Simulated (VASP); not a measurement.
A VASP calculation is set up with these files.

File KPOINTS:
```
Automatic mesh
0
Gamma
15 15 5
0 0 0
```

### INCAR
```
SYSTEM = C
PREC = Accurate
ENCUT = 580
EDIFF = 1E-6
NELM = 100
ALGO = Normal
LREAL = .FALSE.
LASPH = .TRUE.
ISMEAR = 1
SIGMA = 0.1
LWAVE = .FALSE.
LCHARG = .FALSE.
IBRION = 2
ISIF = 3
NSW = 60
EDIFFG = -0.01
```

**POSCAR**
```
C
1
    2.4600000000     0.0000000000     0.0000000000
   -1.2300000000     2.1304220000     0.0000000000
    0.0000000000     0.0000000000     6.7100000000
C
4
Direct
  0.0000000000   0.0000000000   0.7500000000
  0.0000000000   0.0000000000   0.2500000000
  0.6666670000   0.3333330000   0.7500000000
  0.3333330000   0.6666670000   0.2500000000
```

POTCAR, in this order: C (LDA.64 set). Program: vasp_std.

Question: Translate this LDA calculation to Quantum ESPRESSO's pw.x.

Answer: One equivalent input (not run):
```
&CONTROL
  calculation = 'vc-relax'
  pseudo_dir = './pseudo'
  outdir = './out'
  tprnfor = .true.
  tstress = .true.
  nstep = 60
  forc_conv_thr = 0.00039
/
&SYSTEM
  ibrav = 0
  nat = 4
  ntyp = 1
  ecutwfc = 82
  occupations = 'smearing'
  smearing = 'methfessel-paxton'
  degauss = 0.00735
  input_dft = 'pz'
/
&ELECTRONS
  conv_thr = 7.3e-08
  electron_maxstep = 100
/
&IONS
/
&CELL
/
ATOMIC_SPECIES
  C 12.011 C.upf
CELL_PARAMETERS angstrom
     2.4600000    0.0000000    0.0000000
    -1.2300000    2.1304220    0.0000000
     0.0000000    0.0000000    6.7100000
ATOMIC_POSITIONS crystal
  C    0.0000000  0.0000000  0.7500000
  C    0.0000000  0.0000000  0.2500000
  C    0.6666670  0.3333330  0.7500000
  C    0.3333330  0.6666670  0.2500000
K_POINTS automatic
  15 15 5 0 0 0
```
What does not carry over: the potentials are each code's own (VASP's PAW set, PseudoDojo norm-conserving files in pw.x), so ENCUT and ecutwfc are chosen apart and not converted; conv_thr bounds pw.x's estimated SCF error, while EDIFF bounds the energy change between steps; forc_conv_thr acts on force components and is met together with etot_conv_thr.

The compound is C in the graphite structure. This run relaxes it. Symmetry was kept, so distortions that lower it aren't found.
